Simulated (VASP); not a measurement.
Here is the system:

```xyz
2
Lattice="0.0000 2.6009 2.6009 2.6009 0.0000 2.6009 2.6009 2.6009 0.0000" Properties=species:S:1:pos:R:3 pbc="T T T"
K      0.0000     0.0000     0.0000
F      2.6009     2.6009     2.6009
```

All values below come from PBE GGA, VASP's PBE PAW potentials (set 64) (plane waves; VASP). Run with 620 eV cut-off, 9×9×9 Γ-centred mesh, Gaussian smearing of 0.050 eV, potentials K_sv F.

Estimate the energy per atom (σ→0), pressure, band gap (on the k-mesh) with the smallest direct gap where there is one.

| Item | Result |
|---|---|
| band gap (on the k-mesh) | 6.61 eV |
| smallest direct gap (on the k-mesh) | 6.61 eV |
| energy per atom (σ→0) | -4.116 eV/atom |
| pressure | 4.90 GPa |

Total energies compare only between runs with the same potentials, cut-off and functional.

The compound is KF in the rock salt structure. It was relaxed first under an external pressure of 5 GPa.
